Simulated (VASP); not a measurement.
## Si: relaxation of cell and atoms with PBE

Crystal: Si.

```
CELL_PARAMETERS angstrom
0.00000 2.71500 2.71500
2.71500 0.00000 2.71500
2.71500 2.71500 0.00000
ATOMIC_POSITIONS crystal
Si 0.00000 0.00000 0.00000
Si 0.25000 0.25000 0.25000
```

The cell was built by a generator and needn't be a form met in nature.

| Item | Value |
| --- | --- |
| Program | VASP 6.6.1 |
| Task | relaxation of cell and atoms |
| Functional | PBE |
| Potentials or basis | VASP PAW PBE potentials, release 64 (Si) |
| Cutoff | 600 eV |
| k mesh | 10 × 10 × 10 |
| Occupations | gaussian, width 0.01 eV |
| Spin | no spin polarisation |
| Dipole correction | no |
| Further INCAR settings | ALGO = Normal; EDIFF = 1e-07; IBRION = 2; EDIFFG = -0.005; NSW = 80; ISIF = 3 |

```
Relaxed volume                         : 20.44 Å³/atom
Relaxed cell                           : a = 3.867 Å, b = 3.867 Å, c = 3.867 Å, α = 60.00°, β = 60.00°, γ = 60.00°
Space group after relaxing (to 0.05 Å) : Fd-3m (No. 227)
Energy gained by relaxing              : 2.6 meV/atom
Ionic steps                            : 3
Pressure after relaxing                : 0.0 GPa
Band gap on the k mesh                 : 0.62 eV, indirect (least direct gap 2.56 eV)
```

The path:
| step | energy change (eV) | largest force (eV/Å) | pressure (GPa) | volume (Å³) |
| --- | --- | --- | --- | --- |
| 1 | 0.0000 | 0.0000 | 1.99 | 40.03 |
| 2 | -0.0029 | 0.0000 | -1.24 | 41.48 |
| 3 | -0.0052 | 0.0000 | 0.01 | 40.89 |

Final structure:
```xyz
2
Lattice="0.0000 2.7343 2.7343 2.7343 0.0000 2.7343 2.7343 2.7343 0.0000" Properties=species:S:1:pos:R:3 pbc="T T T"
Si    0.0000    0.0000    0.0000
Si    1.3672    1.3672    1.3672
```

Levels at points of the mesh, in eV from the valence-band top:
```csv
k point,band 1,band 2,band 3,band 4,band 5,band 6,band 7,band 8
"(0.00, 0.00, 0.00)",-11.81,0.00,0.00,0.00,2.56,2.56,2.56,3.13
"(0.50, 0.00, 0.00)",-9.54,-6.87,-1.18,-1.18,1.47,3.35,3.35,7.70
"(0.50, 0.50, 0.00)",-7.75,-7.75,-2.79,-2.79,0.75,0.75,9.94,9.94
```

Wall time 27 s on 1 thread of Intel(R) Xeon(R) Platinum 8259CL CPU @ 2.50GHz (Skylake/Cascade Lake) (shared host), peak memory 0.17 GiB.

A k mesh can miss the band edges. A hybrid or GW would open this gap; PBE tends to underestimate it.
